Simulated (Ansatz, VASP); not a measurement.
# PtS2: VASP beside Ansatz

Aim: how closely do two programs agree when they are given the same cell, functional and k mesh? The cell is taken from a series of runs on this material, whose earlier steps may have relaxed, scaled, displaced or heated it; both programs get it as it stands.

Main program and level: Ansatz 0.2.0; plane waves, with VASP 6.6.1 beside it; zone-centre phonons at PBEsol with D3(BJ).

### 1. The structure

It takes space group P-3m1 (No. 164, trigonal). The conventional cell has a = 3.566 Å, b = 3.566 Å, c = 4.454 Å, α = 90.00°, β = 90.00°, γ = 120.00°. Nearest to S lie 3 Pt at 2.38 Å. Nearest to Pt lie 6 S at 2.38 Å. Farther neighbours and most contacts between anions are not listed.

### 2. Ansatz: zone-centre phonons, PBEsol with D3(BJ)

Ansatz runs on its PAW soft_1 files.

Second derivatives magnify differences that forces hide, and they need a tight electronic threshold.

input.yaml reads:

```yaml
crystal:
  lattice:
    - [3.5663198429, 0.0, 0.0]
    - [-1.7831599214, 3.088523582, 0.0]
    - [0.0, 0.0, 4.4537302796]
  atoms:
    - { symbol: S, position: [0.3333333333, 0.6666666667, 0.2673001743] }
    - { symbol: S, position: [0.6666666667, 0.3333333333, 0.7326998257] }
    - { symbol: Pt, position: [0.0, 0.0, 0.0] }
kpoints:
  mp_grid: { grid: [15, 15, 12] }
hamiltonian:
  xc: pbesol
  dispersion: d3bj
  pseudopotentials: { kind: paw, azcp: { folder: soft_1 }, xc_functional: pbe }
scf:
  occupations: { method: methfessel_paxton, width: 0.2 }
output:
  eigenvalues: true
phonons:
  method: dfpt
```

Run with:

```console
$ ansatz run input.yaml --threads 4 --pin off --max-ram 10240MiB --backend cpu --events-out ev --progress --plain --runs-dir out
```

Numbers of over 12 decimals in the logs are rounded to 6 here.

Output:

```text
Engine: ansatz 0.2.0, x86_64-unknown-linux-gnu
Pseudopotentials: kind: paw
Pseudopotential: S, paw, valence charge 6, recommended cutoff 420 eV (normal), soft_1/S.paw.azcp
Pseudopotential: Pt, paw, valence charge 18, recommended cutoff 420 eV (normal), soft_1/Pt.paw.azcp
Functional definition: PBEsol
  exchange = pbesol_x
  correlation = pbesol_c
Crystal: 3 atoms, lattice volume = 49.056 Å³
Basis set: ecut = 420 eV, 945 PW (Γ), exchange–correlation on 48×48×60 points (8 copies of the dense FFT grid, shifted against one another)
Bands: 19, of which v1, the nominal top of the filled ones, is band 15 counted from 1 (14 counted from 0)
Symmetry: 12 space group operations
k-points: 728 of 2700 (irreducible under 2 space group operations, time reversal used)
Non-local potential: S, projectors of the file, l = 0: 2, l = 1: 2, l = 2: 1
Non-local potential: Pt, projectors of the file, l = 0: 3, l = 1: 2, l = 2: 2, l = 3: 1
PAW form: soft (Blöchl's): semilocal exchange-correlation on the pseudo side does not see the compensation charge
PAW frozen core: S, regenerated for the run's functional, and the local potential with it (the file was generated under x = pbe(κ = 0.804, μ = 0.219515), c = pbe(β = 0.066725))
PAW frozen core: Pt, regenerated for the run's functional, and the local potential with it (the file was generated under x = pbe(κ = 0.804, μ = 0.219515), c = pbe(β = 0.066725))
PAW one-centre angular grid: S, 110 points (default); XC on 64 Gauss nodes
PAW one-centre angular grid: Pt, 590 points (default); XC on 64 Gauss nodes
Initial density: superposition of atomic densities (chi_scale 0.1, normalization cell, long waves kept (reshape's long-wave potential 0.00 eV rms))
Initial wavefunctions: pseudopotential atomic-orbital guess
Functional: x = pbesol(κ = 0.804, μ = 0.123457), c = pbesol(β = 0.046)
SCF iter   1: F=—  HF=-14158.182248 eV  |F-HF|=—  |Δ(HF+E_count)|=         —  Δρ=7.91e-2  dr2=2.61e0  ethr=3.10e-3  ⟨swp⟩=6.3  Hψ=74382  notcnv=0
preconditioner: auto → Resta (q_TF=auto, 2.514 Å⁻¹)  ε∞=7.5  [insulator: Δε(μ)=0.321 eV  Ē_g=9.787 eV  σ=0.200 eV  W_gap=0.66  n_scr=20 (ndim 8)  ℏωp=24.9 eV  f_vac=0.000  D(μ)=-0.01/eV (n_scr^D=0)  ε∞_Penn≈7.5]
SCF iter   2: F=—  HF=-14157.735800 eV  |F-HF|=—  |Δ(HF+E_count)|=   4.46e-1  S|Δr|=    0.00e0  Δρ=3.67e-2  dr2=4.96e-1  ethr=3.10e-3  ⟨swp⟩=2.8  Hψ=27001  notcnv=0
preconditioner: auto → Kerker (q_TF=auto, 2.514 Å⁻¹)  [metal: Δε(μ)=0.077 eV  Ē_g=9.798 eV  σ=0.200 eV  W_gap=0.31  n_scr=20 (ndim 8)  ℏωp=24.9 eV  f_vac=0.000  D(μ)=0.09/eV (n_scr^D=0)]
SCF iter   3: F=—  HF=-14157.639468 eV  |F-HF|=—  |Δ(HF+E_count)|=   9.63e-2  S|Δr|=    0.00e0  Δρ=5.16e-3  dr2=6.37e-3  ethr=1.65e-3  ⟨swp⟩=2.4  Hψ=19982  notcnv=0
SCF iter   4: F=—  HF=-14157.639450 eV  |F-HF|=—  |Δ(HF+E_count)|=   1.74e-5  S|Δr|=    0.00e0  Δρ=6.93e-4  dr2=2.54e-4  ethr=2.12e-5  ⟨swp⟩=2.6  Hψ=30479  notcnv=0
SCF iter   5: F=—  HF=-14157.639520 eV  |F-HF|=—  |Δ(HF+E_count)|=   6.97e-5  S|Δr|=    0.00e0  Δρ=1.81e-4  dr2=2.35e-5  ethr=8.48e-7  ⟨swp⟩=2.3  Hψ=23083  notcnv=0
SCF iter   6: F=—  HF=-14157.639526 eV  |F-HF|=—  |Δ(HF+E_count)|=   5.52e-6  S|Δr|=    0.00e0  Δρ=4.26e-5  dr2=1.30e-6  ethr=7.83e-8  ⟨swp⟩=2.5  Hψ=21278  notcnv=0
SCF iter   7: F=—  HF=-14157.639530 eV  |F-HF|=—  |Δ(HF+E_count)|=   4.55e-6  S|Δr|=    0.00e0  Δρ=8.49e-6  dr2=5.86e-8  ethr=4.34e-9  ⟨swp⟩=2.1  Hψ=20571  notcnv=0
SCF iter   8: F=—  HF=-14157.639530 eV  |F-HF|=—  |Δ(HF+E_count)|=   6.33e-9  S|Δr|=    0.00e0  Δρ=2.65e-6  dr2=6.10e-9  ethr=1.95e-10  ⟨swp⟩=2.6  Hψ=21880  notcnv=0
SCF iter   9: F=—  HF=-14157.639530 eV  |F-HF|=—  |Δ(HF+E_count)|=   1.03e-9  S|Δr|=    0.00e0  Δρ=6.14e-7  dr2=1.87e-10  ethr=2.03e-11  ⟨swp⟩=2.5  Hψ=21856  notcnv=0
SCF iter  10: F=—  HF=-14157.639530 eV  |F-HF|=—  |Δ(HF+E_count)|=  5.09e-11  S|Δr|=    0.00e0  Δρ=1.44e-7  dr2=1.45e-11  ethr=1.00e-12  ⟨swp⟩=2.6  Hψ=23572  notcnv=0
SCF iter  11: F=-14157.639530 eV  HF=-14157.639530 eV  |F-HF|=7.28e-12  |Δ(HF+E_count)|=  1.27e-11  S|Δr|=    0.00e0  Δρ=3.20e-8  dr2=6.78e-13  ethr=1.00e-12  ⟨swp⟩=6.4  Hψ=62354  notcnv=0
SCF 1 converged in 11 iterations: F = -14157.639530 eV  dr2 = 6.78e-13
  greatest PAW one-centre occupation: 1.000 electrons in one spin orbital (limit 2), on the Pt atom at site 2 (counted from 0), in its partial waves of l = 0
DFPT response loops at Γ: preconditioner auto → Kerker (q_TF=auto, 2.514 Å⁻¹) (partly filled bands, converged f_vac=0.000); β = 1.00, the filter's whole step (`scf.mixing.beta` (0.50) is not read by the response loops under this deck's `scf.mixing.preconditioner`; to damp them name `kerker` or `kerker_dos`, under which they read `scf.mixing.beta`, and type it under 1.00, their step now; both keys bind the ground state too); Broyden in place of MSR1
SCF converged after 11 iterations
Stability not checked: this state was not tested for a lower state beside it, because cold or Methfessel-Paxton smearing, or corrected tetrahedra, fill the levels in a way that the test cannot read (fill_not_monotonic; see scf.lower_state_search)
Free energy (F): -14157.639530 eV
Harris-Foulkes:  -14157.639530 eV  (|F-HF|=7.28e-12)
Internal energy: -14157.641370 eV  (E = F + TS)
E sigma→0 (E₀):  -14157.639990 eV
Entropy (-TS):   0.001840 eV (0.613 meV/atom)
Fermi energy:    13.380362 eV
--- Per-component energies (eV) ---
  E_band       = -263.665823
  E_kinetic    = 808.010620
  E_local      = -2613.211777  (includes V_loc(G=0)·N_el)
  E_nonlocal   = 276.005785
  E_hartree    = 1021.111227
  E_xc         = -407.808080
  E_vxc        = -437.206844  (∫ρ·V_xc dr)
  E_paw        = -10530.201331  (= ΣΔE_a)
  E_vpaw       = -339.487195  (= ΣTr[D̂ρ^β])
  E_aug_tail   = 0.001127  (compensation charges beyond the density's cutoff)
  E_ewald      = -2710.741037
  E_disp       = -1.218836  (pairwise vdW)
  E_core_change = 0.410930  (= ΣΔE_core)
  E_smearing   = 0.001840  (= −TS)
  E_closure    = -0.000000  (closes the sum)
  Σ components = -14157.639530   (vs F -14157.639530, Δ=0.00e0)
--- Band table (eV; the first three rows and the last of 728) ---
  k-point 0: bands = [... 11 lower, 10.8713, 11.7548, 11.7548, 13.7028, 14.3186, 14.3186, 16.4524, 18.4914]
  k-point 1: bands = [... 11 lower, 10.8554, 11.6939, 11.6939, 13.5380, 14.4164, 14.4164, 16.5543, 18.6525]
  k-point 2: bands = [... 11 lower, 10.7999, 11.5400, 11.5400, 13.1240, 14.6784, 14.6784, 16.8509, 19.0577]
  k-point 727: bands = [... 11 lower, 9.7207, 9.9484, 10.4652, 12.0897, 14.2523, 14.5462, 18.1144, 20.4605]
--- Phonons (Γ-DFPT): 4 representative perturbations + reference, on 728 of 2700 k-points (Σ response iterations 12) ---
  k mesh reduced under 2 symmetry operations, with k and −k counted as one. Each operation leaves every solved perturbation unchanged. A smaller set is not used because it would not reduce the number of displacements times k-points to solve
  ASR residual: 5.628e-6 → 0.000e0 eV/Å²; symmetrization residual: 6.098e-6 eV/Å²
  pairwise dispersion correction: d3bj (s6 = 1.0, s8 = 2.9491, a1 = 0.4466, a2_bohr = 6.1742), with the weights of each atom's references fixed at the reference crystal's, and the forces and stress that the weights' published response gives there kept as a pressure on the atom's counted neighbours (hamiltonian.dispersion)
  ASR residual per site (eV/Å²): 4.23e-6 4.23e-6 5.63e-6
  Γ frequencies (cm⁻¹): 0.00 0.00 0.00 297.75 297.75 313.62 313.62 323.85 341.07
  non-analytic LO–TO correction: not included (Born effective charges unavailable; polar crystals: no LO–TO splitting at Γ)
```

(Part 1 of 2 ends here.)

[Lines on the potential files, build, host, timing and source positions are cut from VASP's logs without a mark.]

[Logs are printed without paths, hosts, clocks, repeated set-up lines and the standing remarks that a program may print on its own settings, such as how far it seeks lower states.]

[Hosts, paths, dates, database ids (printed as entryN), source tags and the programs' standing remarks are cut or masked in the printed files.]
